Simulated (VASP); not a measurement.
Input:

```yaml
crystal:
  lattice:
    - [3.14668, 0.00000, 0.00000]
    - [-1.57334, 2.72510, 0.00000]
    - [0.00000, 0.00000, 17.00245]
  atoms:
    - { symbol: W, position: [0.00000, 0.00000, 0.00000] }
    - { symbol: S, position: [0.33333, 0.66667, 0.90780] }
    - { symbol: S, position: [0.33333, 0.66667, 0.09220] }
```

The numbers are results of PBEsol GGA, VASP's PBE PAW potentials (set 64) (plane waves; VASP), not measurements. Settings: 400 eV cut-off, 9×9×2 Γ-centred mesh, tetrahedra with Blöchl corrections, potentials W_sv S.

The cell holds a wide vacuum, so values per volume refer to the whole cell. Unless said otherwise, spin-orbit coupling is left out, though it shifts the bands of the heavy elements here.

Problem. Predict the energy per atom (σ→0), band gap (on the k-mesh) with the smallest direct gap where there is one.

Solution. 
```yaml
band gap (on the k-mesh): 1.94 eV
smallest direct gap (on the k-mesh): 1.94 eV
energy per atom (σ→0): -8.416 eV/atom
```

Only differences to runs with the same potentials and settings are physical.

The cell is a sheet with vacuum, built from a database entry that may be metastable or hypothetical.
